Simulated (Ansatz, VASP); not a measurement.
## Cross-check of GaN between VASP and Ansatz

Wanted: the spread between two codes on one cell, functional and k mesh. The cell is taken from a series of runs on this material, whose earlier steps may have relaxed, scaled, displaced or heated it; both programs get it as it stands.

Method: plane waves, with VASP 6.6.1 beside it; zone-centre phonons at LDA, in Ansatz 0.2.0.

**1. The structure**

The structure is tetragonal, space group I-4m2 (No. 119). Conventional cell: a = 3.139 Å, b = 3.139 Å, c = 4.500 Å, α = 90.00°, β = 90.00°, γ = 90.00°. N has 4 Ga at 1.93 Å nearest. Nearest to Ga lie 4 N at 1.93 Å. Farther neighbours and most contacts between anions are not listed.

**2. Ansatz: zone-centre phonons, LDA**

Ansatz runs on its PAW soft_1 files.

Second derivatives magnify differences that forces hide, and they need a tight electronic threshold.

input.yaml

```yaml
crystal:
  lattice:
    - [0.0, 2.2198177939, 2.2498785379]
    - [2.2198177939, 0.0, 2.2498785379]
    - [2.2198177939, 2.2198177939, 0.0]
  atoms:
    - { symbol: "N", position: [0.25, 0.25, 0.25] }
    - { symbol: Ga, position: [0.0, 0.0, 0.0] }
kpoints:
  mp_grid: { grid: [12, 12, 12] }
hamiltonian:
  xc: lda
  pseudopotentials: { kind: paw, azcp: { folder: soft_1 }, xc_functional: pbe }
scf:
  occupations: { method: fixed }
output:
  eigenvalues: true
phonons:
  method: dfpt
  dielectric: true
  rigid_motions: translations
```

On the command line:

```console
> ansatz run input.yaml --threads 4 --pin off --max-ram 10240MiB --backend cpu --events-out ev --progress --plain --runs-dir out
```

Numbers of over 12 decimals in the logs are rounded to 6 here.

Log:

```text
Engine: ansatz 0.2.0, aarch64-unknown-linux-gnu
Pseudopotentials: kind: paw
Pseudopotential: N, paw, valence charge 5, recommended cutoff 420 eV (normal), soft_1/N.paw.azcp
Pseudopotential: Ga, paw, valence charge 13, recommended cutoff 420 eV (normal), soft_1/Ga.paw.azcp
Functional definition: SPW92
  exchange = slater_x
  correlation = pw_c
Crystal: 2 atoms, lattice volume = 22.173 Å³
Basis set: ecut = 420 eV, 411 PW (Γ), exchange–correlation on 48×48×48 points (8 copies of the dense FFT grid, shifted against one another)
Bands: 13, of which v1, the nominal top of the filled ones, is band 9 counted from 1 (8 counted from 0)
Symmetry: 8 space group operations
k-points: 868 of 1728 (irreducible under 1 space group operation, time reversal used)
Non-local potential: N, projectors of the file, l = 0: 2, l = 1: 2, l = 2: 1
Non-local potential: Ga, projectors of the file, l = 0: 2, l = 1: 2, l = 2: 3, l = 3: 1
PAW form: soft (Blöchl's): semilocal exchange-correlation on the pseudo side does not see the compensation charge
PAW frozen core: N, regenerated for the run's functional, and the local potential with it (the file was generated under x = pbe(κ = 0.804, μ = 0.219515), c = pbe(β = 0.066725))
PAW frozen core: Ga, regenerated for the run's functional, and the local potential with it (the file was generated under x = pbe(κ = 0.804, μ = 0.219515), c = pbe(β = 0.066725))
PAW one-centre angular grid: N, 110 points (default); XC on 64 Gauss nodes
PAW one-centre angular grid: Ga, 590 points (default); XC on 64 Gauss nodes
Initial density: superposition of atomic densities (chi_scale 0.1, normalization cell, long waves kept (reshape's long-wave potential 0.00 eV rms))
Initial wavefunctions: pseudopotential atomic-orbital guess
Functional: x = slater, c = lda
SCF iter   1: F=—  HF=-4082.725864 eV  |F-HF|=—  |Δ(HF+E_count)|=         —  Δρ=1.06e-1  dr2=2.20e0  ethr=3.10e-3  ⟨swp⟩=4.0  Hψ=50050  notcnv=0  defer=1147
preconditioner: auto → none  [insulator: Δε(μ)=2.801 eV  Ē_g=19.294 eV  n_scr=8 (ndim 8)  ℏωp=33.5 eV  f_vac=0.000  ε∞_Penn≈4.0]
SCF iter   2: F=—  HF=-4082.214249 eV  |F-HF|=—  |Δ(HF+E_count)|=   5.12e-1  Δρ=5.87e-2  dr2=4.71e-1  ethr=3.10e-3  ⟨swp⟩=2.1  Hψ=26951  notcnv=0  defer=286
SCF iter   3: F=—  HF=-4082.097601 eV  |F-HF|=—  |Δ(HF+E_count)|=   1.17e-1  Δρ=1.90e-2  dr2=4.00e-2  ethr=2.62e-3  ⟨swp⟩=2.0  Hψ=15699  notcnv=0  defer=1734
SCF iter   4: F=—  HF=-4082.089344 eV  |F-HF|=—  |Δ(HF+E_count)|=   8.26e-3  Δρ=7.73e-3  dr2=5.70e-3  ethr=2.22e-4  ⟨swp⟩=2.0  Hψ=22143  notcnv=0  defer=1734
SCF iter   5: F=—  HF=-4082.086566 eV  |F-HF|=—  |Δ(HF+E_count)|=   2.78e-3  Δρ=8.80e-4  dr2=4.79e-5  ethr=3.17e-5  ⟨swp⟩=2.0  Hψ=20555  notcnv=0  defer=1735
SCF iter   6: F=—  HF=-4082.086552 eV  |F-HF|=—  |Δ(HF+E_count)|=   1.39e-5  Δρ=1.33e-4  dr2=1.84e-6  ethr=2.66e-7  ⟨swp⟩=2.0  Hψ=16567  notcnv=0  defer=89
SCF iter   7: F=—  HF=-4082.086552 eV  |F-HF|=—  |Δ(HF+E_count)|=   2.51e-7  Δρ=1.36e-5  dr2=1.92e-8  ethr=1.02e-8  ⟨swp⟩=2.4  Hψ=15824  notcnv=0
SCF iter   8: F=—  HF=-4082.086552 eV  |F-HF|=—  |Δ(HF+E_count)|=   2.69e-9  Δρ=9.16e-7  dr2=1.23e-10  ethr=1.06e-10  ⟨swp⟩=2.0  Hψ=15964  notcnv=0
SCF iter   9: F=-4082.086552 eV  HF=-4082.086552 eV  |F-HF|=2.27e-12  |Δ(HF+E_count)|=  2.46e-11  Δρ=4.29e-8  dr2=2.06e-13  ethr=1.00e-12  ⟨swp⟩=6.0  Hψ=59035  notcnv=0
SCF 1 converged in 9 iterations: F = -4082.086552 eV  dr2 = 2.06e-13
  greatest PAW one-centre occupation: 0.996 electrons in one spin orbital (limit 2), on the Ga atom at site 1 (counted from 0), in its partial waves of l = 2
NSCF: frozen V_eff on 3 k-points
DFPT response loops at Γ: preconditioner auto → none (the input reference at scf.mixing.eps_inf says where Resta's filter doesn't serve); β = 0.50; Broyden in place of MSR1
── the response to a field inside a basis, on 12×12×12 k-points: an SCF that follows is theirs, and a resumed run solves both again ──
Bands: 10, of which v1, the nominal top of the filled ones, is band 9 counted from 1 (8 counted from 0)
k-points: 468 of 1728 (irreducible under 2 space group operations, time reversal used)
Initial density: handed on by an earlier stage of this run
Initial wavefunctions: pseudopotential atomic-orbital guess (no wavefunctions were taken with the density)
Eigensolver: Dense (468 Hₖ)
SCF iter   1: F=—  HF=-4082.088882 eV  |F-HF|=—  |Δ(HF+E_count)|=         —  Δρ=5.07e-4  dr2=9.75e-6  ethr=1.00e-1
preconditioner: auto → none  [insulator: Δε(μ)=2.140 eV  Ē_g=15.393 eV  n_scr=8 (ndim 8)  ℏωp=33.5 eV  f_vac=0.000  ε∞_Penn≈5.7]
SCF iter   2: F=—  HF=-4082.088881 eV  |F-HF|=—  |Δ(HF+E_count)|=   1.20e-6  Δρ=2.77e-4  dr2=4.68e-6  ethr=5.42e-8
SCF iter   3: F=—  HF=-4082.088882 eV  |F-HF|=—  |Δ(HF+E_count)|=   1.13e-6  Δρ=1.13e-4  dr2=2.42e-6  ethr=2.60e-8
SCF iter   4: F=-4082.088881 eV  HF=-4082.088881 eV  |F-HF|=5.97e-9  |Δ(HF+E_count)|=   1.06e-6  Δρ=1.38e-5  dr2=1.60e-8  ethr=1.34e-8
SCF 1 converged in 4 iterations: F = -4082.088881 eV  dr2 = 1.60e-8
DFPT response loops at Γ: mixed as the last ones told, above
SCF converged after 9 iterations
Free energy (F): -4082.086552 eV
Harris-Foulkes:  -4082.086552 eV  (|F-HF|=2.27e-12)
Internal energy: -4082.086552 eV  (E = F + TS)
E sigma→0 (E₀):  -4082.086552 eV
Fermi energy:    9.781046 eV
--- Per-component energies (eV) ---
  E_band       = -5.530787
  E_kinetic    = 241.655298
  E_local      = -1392.454423  (includes V_loc(G=0)·N_el)
  E_nonlocal   = -51.807601
  E_hartree    = 884.151646
  E_xc         = -121.799039
  E_vxc        = -131.378332  (∫ρ·V_xc dr)
  E_paw        = -2039.298993  (= ΣΔE_a)
  E_vpaw       = -439.849656  (= ΣTr[D̂ρ^β])
  E_aug_tail   = 0.000637  (compensation charges beyond the density's cutoff)
  E_ewald      = -1604.342602
  E_core_change = 1.808525  (= ΣΔE_core)
  E_smearing   = -0.000000  (= −TS)
  E_closure    = -0.000000  (closes the sum)
  Σ components = -4082.086552   (vs F -4082.086552, Δ=0.00e0)
--- Band table (eV; the first three rows and the last of 868) ---
  k-point 0: bands = [... 5 lower, -3.5133, 9.7151, 9.7810, 9.7810, 11.7006, 20.0716, 20.0716, 20.1079]
  k-point 1: bands = [... 5 lower, -3.5147, 8.9469, 9.6558, 9.7035, 12.3265, 19.7091, 20.2003, 20.2159]
  k-point 2: bands = [... 5 lower, -3.5159, 7.4661, 9.4420, 9.5023, 13.2528, 19.0240, 20.4415, 20.4695]
  k-point 867: bands = [... 5 lower, -2.1220, 2.4329, 8.6861, 8.7910, 14.5067, 18.5145, 20.0364, 20.2363]
--- Phonons (Γ-DFPT): 4 representative perturbations + reference, on 868 of 1728 k-points (Σ response iterations 12) ---
  k mesh reduced under 1 symmetry operation, with k and −k counted as one. Each operation leaves every solved perturbation unchanged. A smaller set is not considered because the run solves the response to a homogeneous field
  ASR residual: 3.165e-5 → 0.000e0 eV/Å²; symmetrization residual: 1.920e-6 eV/Å²
  ASR residual per site (eV/Å²): 9.90e-6 3.17e-5
  Γ frequencies (cm⁻¹): 0.00 0.00 0.00 548.49 548.49 552.80
  ε∞ (high-frequency dielectric tensor):
        5.766660    -0.000000    -0.000000
       -0.000000     5.766660    -0.000000
       -0.000000    -0.000000     5.793158
  ε⁰ (static dielectric tensor: ions relaxed, cell fixed):
       10.127014    -0.000000    -0.000000
       -0.000000    10.127014    -0.000000
       -0.000000    -0.000000    10.166728
  ε⁰ − ε∞ (ionic part):
        4.360354    -0.000000     0.000000
       -0.000000     4.360354    -0.000000
        0.000000    -0.000000     4.373570
  softest optical mode at Γ: 548.49 cm⁻¹; the repairs (sum rule, projections) moved no ω² at Γ by more than (0.64 cm⁻¹)²
  Born effective charges Z* (e; rows j = field, columns β = displacement):
    site 0:
        -2.62575    0.00000   -0.00000
         0.00000   -2.62575    0.00000
        -0.00000    0.00000   -2.65035
    site 1:
         2.62575   -0.00000    0.00000
        -0.00000    2.62575   -0.00000
         0.00000   -0.00000    2.65035
  Z* charge neutrality: 7.157e-4 e pre-enforcement
  solved inside a basis spanned on kpoints, on 12×12×12 k-points, its susceptibility summed on 16×16×16: ε∞ is read to err by 1.5e-2, Z* by 1.4e-2 e (field_mesh: kpoints solves on kpoints); Z* is corrected for what the basis lacks
  optical modes at Γ without the LO–TO term, one row a degenerate level:
      ω (cm⁻¹)  modes    IR ((D/Å)²/amu)
        548.49      2            27.2746
        552.80      1            13.8940
  optical modes at Γ + LO–TO along q̂ = [1.0000, 0.0000, 0.0000]:
      ω (cm⁻¹)  modes    IR ((D/Å)²/amu)
        548.49      1            13.6373
        552.80      1            13.8940
        726.86      1            13.6373
  optical modes at Γ + LO–TO along q̂ = [0.0000, 1.0000, 0.0000]:
      ω (cm⁻¹)  modes    IR ((D/Å)²/amu)
        548.49      1            13.6373
        552.80      1            13.8940
        726.86      1            13.6373
  optical modes at Γ + LO–TO along q̂ = [0.0000, 0.0000, 1.0000]:
      ω (cm⁻¹)  modes    IR ((D/Å)²/amu)
        548.49      2            27.2746
        732.31      1            13.8940
```

(Part 1 of 2 ends here.)

[Lines on the potential files, build, host, timing and source positions are cut from VASP's logs without a mark.]

[Logs are printed without paths, hosts, clocks, repeated set-up lines and the standing remarks that a program may print on its own settings, such as how far it seeks lower states.]

[Hosts, paths, dates, database ids (printed as entryN), source tags and the programs' standing remarks are cut or masked in the printed files.]
